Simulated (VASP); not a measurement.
# Ta3I (Pm-3n) in VASP: notebook

Runs on Ta3I. Level: PBE. Tasks: single point, relaxation of cell and atoms.

Program: VASP 6.6.1. These are calculated values, not measurements. Logs are shortened: lines on timing, memory, paths and dates and some standing lists are left out, and cuts for length are marked.

## 1. The cell of the first run

It takes space group Pm-3n (No. 223, cubic). The conventional cell has a = 5.338 Å, b = 5.338 Å, c = 5.338 Å, α = 90.00°, β = 90.00°, γ = 90.00°. Ta (site symmetry -4m2) has 2 Ta at 2.67 Å and 4 I at 2.98 Å as nearest neighbours. I (site symmetry m-3) is surrounded by 12 Ta at 2.98 Å.

The cell was built by a generator and needn't be a form met in nature.

## 2. Single point, PBE (species swapped into the Ta3Sb type (Pm-3n, No. 223))

File INCAR:

```
SYSTEM = Ta3I
PREC = Accurate
ENCUT = 520
EDIFF = 1E-6
ISMEAR = 0
SIGMA = 0.1
LREAL = .FALSE.
LASPH = .TRUE.
NELM = 80
ALGO = Normal
ISIF = 2
LWAVE = .FALSE.
LCHARG = .TRUE.
GGA = PE
LELF = .TRUE.
LVHAR = .TRUE.
NBANDS = 50
```

File KPOINTS:

```
Automatic mesh
0
G
  8 8 8
  0 0 0
```

File POSCAR:

```
Ta3I
1.0
    5.3383919999      0.0000000000      0.0000000000
    0.0000000000      5.3383919999      0.0000000000
    0.0000000000      0.0000000000      5.3383919999
Ta I
6 2
Direct
    0.2500000000      0.0000000000      0.5000000000
    0.7500000000      0.0000000000      0.5000000000
    0.0000000000      0.5000000000      0.2500000000
    0.0000000000      0.5000000000      0.7500000000
    0.5000000000      0.7500000000      0.0000000000
    0.5000000000      0.2500000000      0.0000000000
    0.0000000000      0.0000000000      0.0000000000
    0.5000000000      0.5000000000      0.5000000000
```

Potentials or basis: VASP PAW PBE potentials, release 64 (Ta_pv, I).

Launch:

```console
> cat potpaw_PBE.64/Ta_pv/POTCAR potpaw_PBE.64/I/POTCAR > POTCAR
> mpirun -np 1 vasp_std > vasp.out
```

OUTCAR:

```text
SYSTEM = Ta3I
   PREC = Accurate
   ENCUT = 520
   EDIFF = 1E-6
   ISMEAR = 0
   LREAL = .FALSE.
   LASPH = .TRUE.
   NELM = 80
   ISIF = 2
   GGA = PE

 ion  position               nearest neighbor table
   1  0.250  0.000  0.500-   2 2.67   2 2.67   8 2.98   7 2.98   8 2.98   7 2.98   4 3.27   5 3.27
                             6 3.27   5 3.27   3 3.27   4 3.27   6 3.27   3 3.27
   2  0.750  0.000  0.500-   1 2.67   1 2.67   8 2.98   7 2.98   8 2.98   7 2.98   4 3.27   5 3.27
                             6 3.27   5 3.27   3 3.27   4 3.27   6 3.27   3 3.27
   3  0.000  0.500  0.250-   4 2.67   4 2.67   8 2.98   7 2.98   7 2.98   8 2.98   1 3.27   5 3.27
                             1 3.27   2 3.27   6 3.27   5 3.27   6 3.27   2 3.27
   4  0.000  0.500  0.750-   3 2.67   3 2.67   8 2.98   7 2.98   7 2.98   8 2.98   1 3.27   5 3.27
                             1 3.27   2 3.27   6 3.27   5 3.27   6 3.27   2 3.27
   5  0.500  0.750  0.000-   6 2.67   6 2.67   8 2.98   8 2.98   7 2.98   7 2.98   3 3.27   1 3.27
                             2 3.27   4 3.27   1 3.27   3 3.27   4 3.27   2 3.27
   6  0.500  0.250  0.000-   5 2.67   5 2.67   8 2.98   8 2.98   7 2.98   7 2.98   3 3.27   1 3.27
                             2 3.27   4 3.27   1 3.27   3 3.27   4 3.27   2 3.27
   7  0.000  0.000  0.000-   1 2.98   2 2.98   3 2.98   4 2.98   5 2.98   6 2.98   1 2.98   2 2.98
                             3 2.98   4 2.98   5 2.98   6 2.98
   8  0.500  0.500  0.500-   1 2.98   2 2.98   3 2.98   4 2.98   5 2.98   6 2.98   5 2.98   6 2.98
                             1 2.98   2 2.98   3 2.98   4 2.98

  LATTYP: Found a simple cubic cell.
 ALAT       =     5.3383919999

  Lattice vectors:

 A1 = (   5.3383919999,   0.0000000000,   0.0000000000)
 A2 = (   0.0000000000,   5.3383919999,   0.0000000000)
 A3 = (   0.0000000000,   0.0000000000,   5.3383919999)

Analysis of symmetry for initial positions (statically):
=====================================================================
 Subroutine PRICEL returns:
 Original cell was already a primitive cell.

 Routine SETGRP: Setting up the symmetry group for a
 simple cubic supercell.

 Subroutine GETGRP returns: Found 48 space group operations
 (whereof 24 operations were pure point group operations)
 out of a pool of 48 trial point group operations.

The static configuration has the point symmetry T_h .
 The point group associated with its full space group is O_h .

Analysis of symmetry for dynamics (positions and initial velocities):
=====================================================================
 Subroutine PRICEL returns:
 Original cell was already a primitive cell.

 Routine SETGRP: Setting up the symmetry group for a
[... 130 lines left out ...]
   NELECT =      80.0000    total number of electrons
   NUPDOWN=      -1.0000    fix difference up-down
   EMIN   =  10.00;   EMAX   =-10.00  energy-range for DOS
   EFERMI =   0.00;   METHOD = LEGACY
   ISMEAR =     0;   SIGMA  =   0.10  broadening in eV -4-tet -1-fermi 0-gaus
   EFERMI_NEDOS =   21; number of points for ismear=-14 and -15
   IALGO  =     38    algorithm
   IMIX   =      4    mixing-type and parameters
     AMIX     =   0.40;   BMIX     =  1.00
     AMIX_MAG =   1.60;   BMIX_MAG =  1.00
  volume/ion in A,a.u.               =      19.02       128.33
  Fermi-wavevector in a.u.,A,eV,Ry     =   1.321380  2.497046 23.756383  1.746045
  Thomas-Fermi vector in A             =   2.451138
   LORBIT       =      0    0 simple, 1 ext, 2 COOP (PROOUT), +10 PAW based schemes
   GGA     = PE    functional components
   LHFCALC =     F    Hartree Fock is set to
   AEXX    =    0.0000 exact exchange contribution
   IVDW    =     0    specifies the selected vdW correction
   LEPSILON=     F    determine dielectric tensor
   LRPA    =     F    only Hartree local field effects (RPA)
 non-spin polarized calculation
 Gauss-broadening in eV      SIGMA  =   0.10
  energy-cutoff  :      520.00
  volume of cell :      152.14
 maximum number of plane-waves:      4130
 NGX is ok and might be reduce to    40
   NGX = 19   NGY = 19   NGZ = 19

 number of electron      79.9999980 magnetization

 Free energy of the ion-electron system (eV)
  ---------------------------------------------------
  ext. energy  EPLUGINS =         0.00000000
  ---------------------------------------------------
  free energy    TOTEN  =       -68.87379613 eV

  energy without entropy =      -68.84590939  energy(sigma->0) =      -68.85985276

 E-fermi :   8.4492     XC(G=0): -12.2655

 val. band max:        8.4397927413   @ k =   0.5000   0.2500   0.2500
 cond. band min:       8.4535586094   @ k =   0.2500   0.2500   0.2500
 fundamental gap:      0.0137658681
 Fermi energy:         8.4492453998

 k-point     1 :       0.0000    0.0000    0.0000
  band No.  band energies     occupation
      1     -26.8139      2.00000
      2     -26.8139      2.00000
      3     -26.7077      2.00000
      4     -26.4169      2.00000
      5     -26.4169      2.00000
      6     -26.4169      2.00000
[... 1261 lines left out ...]
     49      10.6778      0.00000
     50      10.9765      0.00000

 [... further k-points ...]

------------------------ aborting loop because EDIFF is reached ----------------------------------------

  FORCE on cell =-STRESS in cart. coord.  units (eV):
  Direction    XX          YY          ZZ          XY          YZ          ZX
  --------------------------------------------------------------------------------------
  -------------------------------------------------------------------------------------
  Total        0.0438848      0.0438848      0.0438848      0.0000000     -0.0000000     -0.0000000
  in kB        0.4621611      0.4621611      0.4621611      0.0000000     -0.0000000     -0.0000000
  external PRESSURE =       0.4621611 kB  Pullay stress =       0.0000000 kB

 VOLUME and BASIS-vectors are now :
 -----------------------------------------------------------------------------
  energy-cutoff  :      520.00
  volume of cell :      152.14
      direct lattice vectors                 reciprocal lattice vectors
     5.338392000  0.000000000  0.000000000     0.187322325  0.000000000  0.000000000
     0.000000000  5.338392000  0.000000000     0.000000000  0.187322325  0.000000000
     0.000000000  0.000000000  5.338392000     0.000000000  0.000000000  0.187322325

 POSITION                                       TOTAL-FORCE (eV/Angst)
 -----------------------------------------------------------------------------------
      1.33460      0.00000      2.66920         0.000000     -0.000000     -0.000000
      4.00379      0.00000      2.66920        -0.000000      0.000000      0.000000
      0.00000      2.66920      1.33460         0.000000      0.000000      0.000000
      0.00000      2.66920      4.00379        -0.000000     -0.000000      0.000000
      2.66920      4.00379      0.00000        -0.000000     -0.000000     -0.000000
      2.66920      1.33460      0.00000         0.000000      0.000000      0.000000
      0.00000      0.00000      0.00000        -0.000000     -0.000000      0.000000
      2.66920      2.66920      2.66920        -0.000000     -0.000000      0.000000
 -----------------------------------------------------------------------------------
    total drift:                               -0.000000     -0.000000      0.000000

  FREE ENERGIE OF THE ION-ELECTRON SYSTEM (eV)
  ---------------------------------------------------
  free  energy   TOTEN  =       -68.8737961301 eV

  energy  without entropy=      -68.8459093876  energy(sigma->0) =      -68.85985276
```

OSZICAR:

```text
N       E                     dE             d eps       ncg     rms          rms(c)
DAV:   1     0.782524302585E+03    0.78252E+03   -0.42406E+04  3500   0.160E+03
DAV:   2    -0.250663121704E+02   -0.80759E+03   -0.78040E+03  3838   0.463E+02
DAV:   3    -0.704791814523E+02   -0.45413E+02   -0.43469E+02  4512   0.919E+01
DAV:   4    -0.718570229068E+02   -0.13778E+01   -0.13507E+01  4376   0.145E+01
DAV:   5    -0.719010374803E+02   -0.44015E-01   -0.43850E-01  4616   0.240E+00    0.360E+01
DAV:   6    -0.696043673782E+02    0.22967E+01   -0.23487E+00  4134   0.742E+00    0.195E+01
DAV:   7    -0.688792326565E+02    0.72513E+00   -0.28190E+00  4216   0.792E+00    0.516E+00
DAV:   8    -0.688947867748E+02   -0.15554E-01   -0.11605E-01  4382   0.133E+00    0.748E+00
DAV:   9    -0.688746905870E+02    0.20096E-01   -0.43589E-02  4136   0.100E+00    0.544E+00
DAV:  10    -0.688747117443E+02   -0.21157E-04   -0.40585E-03  4478   0.301E-01    0.364E+00
DAV:  11    -0.688744209925E+02    0.29075E-03   -0.16434E-04  4456   0.600E-02    0.290E+00
DAV:  12    -0.688742251894E+02    0.19580E-03   -0.77046E-05  4526   0.401E-02    0.241E+00
DAV:  13    -0.688740231625E+02    0.20203E-03   -0.79534E-05  4552   0.415E-02    0.172E+00
DAV:  14    -0.688738833696E+02    0.13979E-03   -0.88943E-05  4374   0.378E-02    0.101E+00
DAV:  15    -0.688738200105E+02    0.63359E-04   -0.51514E-05  4552   0.298E-02    0.456E-01
DAV:  16    -0.688738004432E+02    0.19567E-04   -0.17179E-05  4580   0.174E-02    0.137E-01
DAV:  17    -0.688737964853E+02    0.39579E-05   -0.23479E-06  3224   0.674E-03    0.184E-02
DAV:  18    -0.688737961301E+02    0.35522E-06   -0.35925E-07  2456   0.257E-03
   1 F= -.68873796E+02 E0= -.68859853E+02  d E =-.278867E-01
```

stdout:

```text
POSCAR found type information on POSCAR TaI
 POSCAR found :  2 types and       8 ions
 scaLAPACK will be used
 LDA part: xc-table for (Slater+PW92), standard interpolation
 POSCAR, INCAR and KPOINTS ok, starting setup
 FFT: planning ... GRIDC
 FFT: planning ... GRID_SOFT
 FFT: planning ... GRID
 WAVECAR not read
 entering main loop
```

Run time: 4 min. Hardware: 1 thread of Intel Xeon 6975P-C (Granite Rapids), shared host; peak memory 0.36 GiB.

What came out:

| Item | Value |
| --- | --- |
| Free energy | -68.8738 eV |
| Pressure | 0.0 GPa |
| Band gap on the k mesh | none (metal or under the smearing width) |

## 3. Relaxation of cell and atoms, PBE (species swapped into the Ta3Sb type (Pm-3n, No. 223))

File INCAR:

```
PREC = Accurate
ENCUT = 600
EDIFF = 1E-7
ISMEAR = 0
SIGMA = 0.1
LREAL = False
LASPH = True
NELM = 60
ALGO = Normal
ISIF = 3
LWAVE = False
LCHARG = False
GGA = PE
IBRION = 2
NSW = 100
EDIFFG = -0.01
```

File KPOINTS:

```
Automatic mesh
0
Gamma
  8 8 8
```

POSCAR: that of step 2 with these lines changed.

```diff
@@ -2,5 +2,5 @@
 1.0
-    5.3383919999      0.0000000000      0.0000000000
-    0.0000000000      5.3383919999      0.0000000000
-    0.0000000000      0.0000000000      5.3383919999
+    5.3389710425      0.0000000000      0.0000000000
+    0.0000000000      5.3389710425      0.0000000000
+    0.0000000000      0.0000000000      5.3389710425
 Ta I
```

Potentials or basis: VASP PAW PBE potentials, release 64 (Ta_pv, I).

Launch:

```console
> cat potpaw_PBE.64/Ta_pv/POTCAR potpaw_PBE.64/I/POTCAR > POTCAR
> mpirun -np 1 vasp_std > vasp.out
```

Run time: 5.4 min. Hardware: 1 thread of Intel Xeon 6975P-C (Granite Rapids), shared host; peak memory 0.46 GiB.

It converged, with:

* Free energy: -68.8766 eV
* Pressure after relaxing: 0.0 GPa
* Band gap on the k mesh: none (metal or under the smearing width)

Final structure:
```yaml
crystal:
  lattice:
    - [5.33897, 0.00000, 0.00000]
    - [0.00000, 5.33897, 0.00000]
    - [0.00000, 0.00000, 5.33897]
  atoms:
    - { symbol: Ta, position: [0.25000, 0.00000, 0.50000] }
    - { symbol: Ta, position: [0.75000, 0.00000, 0.50000] }
    - { symbol: Ta, position: [0.00000, 0.50000, 0.25000] }
    - { symbol: Ta, position: [0.00000, 0.50000, 0.75000] }
    - { symbol: Ta, position: [0.50000, 0.75000, 0.00000] }
    - { symbol: Ta, position: [0.50000, 0.25000, 0.00000] }
    - { symbol: I, position: [0.00000, 0.00000, 0.00000] }
    - { symbol: I, position: [0.50000, 0.50000, 0.50000] }
```

Levels at points of the mesh, in eV from the Fermi level:
```csv
k point,band 38,band 39,band 40,band 41,band 42,band 43
"(0.00, 0.00, 0.00)",-0.83,-0.83,1.43,1.43,1.81,2.02
"(0.50, 0.00, 0.00)",-1.90,0.35,0.35,0.63,0.63,1.54
"(0.50, 0.50, 0.00)",-0.47,-0.45,-0.43,-0.43,-0.19,0.53
"(0.50, 0.50, 0.50)",-0.93,-0.93,-0.93,-0.93,-0.93,1.80
```

Caveat: the relaxation stopped at its first step, so nothing moved. Spin-orbit coupling is left out, which matters for the levels of I, Ta.

## 4. Single point, PBE (species swapped into the Ta3Sb type (Pm-3n, No. 223))

File INCAR:

```
SYSTEM = Ta3I
  PREC = Accurate
  ENCUT = 520
  EDIFF = 1E-6
  ISMEAR = 0
  SIGMA = 0.1
  LREAL = .False.
  LASPH = .True.
  NELM = 60
  ALGO = Normal
  ISIF = 2
  LWAVE = .False.
  LCHARG = .True.
  GGA = PE
  LELF = .True.
  LVHAR = .True.
  NBANDS = 50
```

File KPOINTS:

```
Automatic mesh
0
Gamma
  4 4 4
  0 0 0
```

POSCAR: that of step 3 with these lines changed.

```diff
@@ -2,5 +2,5 @@
 1.0
-    5.3389710425      0.0000000000      0.0000000000
-    0.0000000000      5.3389710425      0.0000000000
-    0.0000000000      0.0000000000      5.3389710425
+    5.5922527500      0.0000000000      0.0000000000
+    0.0000000000      5.5922527500      0.0000000000
+    0.0000000000      0.0000000000      5.5922527500
 Ta I
```

Launch:

```console
> cat potpaw_PBE.64/Ta_pv/POTCAR potpaw_PBE.64/I/POTCAR > POTCAR
> mpirun -np 1 vasp_std > vasp.out
```

It took 1.9 min on 1 thread of Intel Xeon 6975P-C (Granite Rapids), shared host; peak memory 0.29 GiB.

Results (log left out):

```yaml
Free_energy: -67.4969 eV
Pressure: -16.0 GPa
Band_gap_on_the_k_mesh: none (metal or under the smearing width)
```

Levels at points of the mesh, in eV from the Fermi level:
```
           k point  band 35  band 36  band 37  band 38  band 39  band 40  band 41  band 42  band 43  band 44
(0.00, 0.00, 0.00)    -1.41    -1.41    -1.41    -0.70    -0.70     1.19     1.24     1.24     1.76     1.76
(0.50, 0.00, 0.00)    -1.77    -1.77    -1.47    -1.47     0.02     0.02     0.53     0.53     1.41     1.41
(0.50, 0.50, 0.00)    -0.91    -0.52    -0.34    -0.34    -0.23    -0.23    -0.21     0.00     0.09     0.09
(0.50, 0.50, 0.50)    -0.78    -0.78    -0.78    -0.78    -0.75    -0.75    -0.75    -0.75     1.32     1.32
```

Caveat: so large a pressure means that the cell lies far from this level's equilibrium, or that cutoff or potentials fall short.

(Continued in part 2 of 2.)
